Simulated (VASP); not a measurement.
All values below come from optB88-vdW, VASP's PBE PAW potentials (set 64) (plane waves; VASP).

A VASP calculation is set up with these files.

### POSCAR
```
PbTe
1.0
  0.0000000000   3.2760925295   3.2760925295
  3.2760925295   0.0000000000   3.2760925295
  3.2760925295   3.2760925295   0.0000000000
Te Pb
1 1
Cart
  3.2760925295   3.2760925295   3.2760925295
  0.0000000000   0.0000000000   0.0000000000
```

**INCAR**
```
# general
SYSTEM    =  PbTe
PREC      =  Accurate
ENCUT     =  520
LREAL     =  .FALSE.
LASPH     =  .TRUE.

# electronic loop
EDIFF     =  1E-6
NELM      =  100
ALGO      =  Normal
LMAXMIX   =  4

# smearing
ISMEAR    =  0
SIGMA     =  0.05

# functional
GGA       =  BO
LUSE_VDW  =  .TRUE.
AGGAC     =  0.0
PARAM1    =  0.1833333333
PARAM2    =  0.22

# ions
IBRION    =  2
NSW       =  60
ISIF      =  3
EDIFFG    =  -0.01

# output
LWAVE     =  .FALSE.
LCHARG    =  .FALSE.
```

**KPOINTS**
```
K-points
0
gamma
  6 6 6
0 0 0
```

POTCAR, in this order: Te Pb_d (PBE.64 set). Program: vasp_std.

Unless said otherwise, spin-orbit coupling is left out, though it shifts the bands of the heavy elements here.

Q: Estimate the energy per atom (σ→0), band gap (on the k-mesh).

A: 
| Item | Result |
|---|---|
| energy per atom (σ→0) | -1203 meV/atom |
| band gap (on the k-mesh) | 0.84 eV |

**OSZICAR**
```
...
DAV:   6    -0.240498132197E+01    0.16692E+00   -0.42513E-01   558   0.460E+00    0.180E+00
DAV:   7    -0.240256464312E+01    0.24167E-02   -0.10373E-01   548   0.161E+00    0.901E-01
DAV:   8    -0.240497468354E+01   -0.24100E-02   -0.10082E-02   478   0.117E+00    0.146E-01
DAV:   9    -0.240495590167E+01    0.18782E-04   -0.13950E-03   630   0.380E-01    0.476E-02
DAV:  10    -0.240501232603E+01   -0.56424E-04   -0.17437E-04   454   0.100E-01    0.257E-02
DAV:  11    -0.240502147190E+01   -0.91459E-05   -0.23751E-05   536   0.348E-02    0.767E-03
DAV:  12    -0.240502166715E+01   -0.19525E-06   -0.21709E-06   474   0.172E-02
   1 F= -.24050217E+01 E0= -.24050217E+01  d E =-.240502E+01
```

The compound is PbTe in the rock salt structure. It was relaxed first. The start is the result of an earlier pass.
